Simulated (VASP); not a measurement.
Consider the following.

```
BaTiO3
1.0
    4.00697     0.00000     0.00000
    0.00000     4.00697     0.00000
    0.00000     0.00000     4.00697
Ba Ti O
1 1 3
Cartesian
  0.00000   0.00000   0.00000
  2.00349   2.00349   2.00349
  2.00349   0.00000   2.00349
  0.00000   2.00349   2.00349
  2.00349   2.00349   0.00000
```

These are optB86b-vdW, VASP's PBE PAW potentials (set 64) (plane waves; VASP) values and carry that method's errors. Settings: 520 eV cut-off, 6×6×6 Γ-centred mesh, tetrahedra with Blöchl corrections, potentials Ba_sv Ti_sv O.

Unless said otherwise, spin-orbit coupling is left out, though it shifts the bands of the heavy elements here.

Estimate the energy per atom (σ→0), band gap (on the k-mesh) with the smallest direct gap where there is one.

The band gap (on the k-mesh) comes out as 1.73 eV and the smallest direct gap (on the k-mesh) comes out as 1.88 eV. The energy per atom (σ→0) comes out as -6.222 eV/atom.

The absolute energy has meaning only against runs of the same code, potentials and settings.

The compound is BaTiO3 in the cubic perovskite structure, the ideal cubic form; the compound distorts at low or room temperature. It was relaxed first.
